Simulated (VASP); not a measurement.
All values below come from LDA (Ceperley-Alder, Perdew-Zunger), VASP's LDA PAW potentials (set 64) (plane waves; VASP).

VASP ran on this input.

### POSCAR
```
W
1
   -1.5631133154     1.5631133154     1.5631133154
    1.5631133154    -1.5631133154     1.5631133154
    1.5631133154     1.5631133154    -1.5631133154
W
1
Direct
  0.0000000000   0.0000000000   0.0000000000
```

INCAR:
```
! general
SYSTEM   =  W
PREC     =  Accurate
ENCUT    =  500
LREAL    =  .FALSE.   ! projection in real space or not
LASPH    =  .TRUE.   ! aspherical one-centre terms

! electronic loop
EDIFF    =  1E-6   ! SCF stop (eV)
NELM     =  100
ALGO     =  Normal
LMAXMIX  =  6   ! l cut-off of mixed one-centre charges

! smearing
ISMEAR   =  1   ! Methfessel-Paxton
SIGMA    =  0.1

! ions
IBRION   =  2
NSW      =  40   ! most ionic steps
ISIF     =  3   ! ions, shape and volume
EDIFFG   =  -0.02   ! ionic stop
PSTRESS  =  50   ! kbar

! output
LWAVE    =  .FALSE.
LCHARG   =  .FALSE.
```

### KPOINTS
```
Automatic mesh
0
Gamma
16 16 16
0 0 0
```

POTCAR, in this order: W_sv (LDA.64 set). Program: vasp_std.

The run wrote:

OSZICAR:
```
       N       E                     dE             d eps       ncg     rms          rms(c)
DAV:   1     0.753302545495E+02    0.75330E+02   -0.77618E+03  3201   0.142E+03
DAV:   2    -0.132690571521E+02   -0.88599E+02   -0.85522E+02  3439   0.331E+02
DAV:   3    -0.147535474577E+02   -0.14845E+01   -0.14732E+01  3615   0.428E+01
DAV:   4    -0.147605545047E+02   -0.70070E-02   -0.70060E-02  3471   0.327E+00
DAV:   5    -0.147606139891E+02   -0.59484E-04   -0.59484E-04  3580   0.294E-01    0.226E+01
DAV:   6    -0.142462593591E+02    0.51435E+00   -0.55790E-01  3409   0.971E+00    0.916E+00
DAV:   7    -0.141118983745E+02    0.13436E+00   -0.27099E-01  3520   0.626E+00    0.478E-01
DAV:   8    -0.141059837937E+02    0.59146E-02   -0.41868E-03  3301   0.981E-01    0.149E-01
DAV:   9    -0.141060008894E+02   -0.17096E-04   -0.41117E-05  3610   0.856E-02    0.666E-02
DAV:  10    -0.141060031829E+02   -0.22935E-05   -0.59627E-06  3493   0.368E-02    0.115E-02
DAV:  11    -0.141060031502E+02    0.32696E-07   -0.13965E-07  1789   0.446E-03
   1 F= -.13629253E+02 E0= -.13629041E+02  d E =-.136293E+02
```

OUTCAR:
```
------------------------ aborting loop because EDIFF is reached ----------------------------------------
  FORCE on cell =-STRESS in cart. coord.  units (eV):
  Direction    XX          YY          ZZ          XY          YZ          ZX
  --------------------------------------------------------------------------------------
  Total        0.4587061      0.4587061      0.4587061     -0.0000000      0.0000000      0.0000000
  in kB       48.1076059     48.1076059     48.1076059     -0.0000000      0.0000000      0.0000000
  external PRESSURE =      -1.8923941 kB  Pullay stress =      50.0000000 kB
  volume of cell :       15.28
      direct lattice vectors                 reciprocal lattice vectors
    -1.563113315  1.563113315  1.563113315     0.000000000  0.319874442  0.319874442
     1.563113315 -1.563113315  1.563113315     0.319874442  0.000000000  0.319874442
     1.563113315  1.563113315 -1.563113315     0.319874442  0.319874442  0.000000000
 POSITION                                       TOTAL-FORCE (eV/Angst)
 -----------------------------------------------------------------------------------
      0.00000      0.00000      0.00000         0.000000      0.000000     -0.000000
 -----------------------------------------------------------------------------------
    total drift:                                0.000000     -0.000000      0.000000
  FREE ENERGIE OF THE ION-ELECTRON SYSTEM (eV)
  ---------------------------------------------------
  free  energy   TOTEN  =       -14.1060031502 eV

  energy  without entropy=      -14.1053676930  energy(sigma->0) =      -14.10579133
  enthalpy is  TOTEN    =       -13.6292530409 eV   P V=        0.4767501092

 reached required accuracy - stopping structural energy minimisation
```
(Selected blocks of OUTCAR.)

The compound is W in the bcc structure. It was relaxed first under an external pressure of 5 GPa.
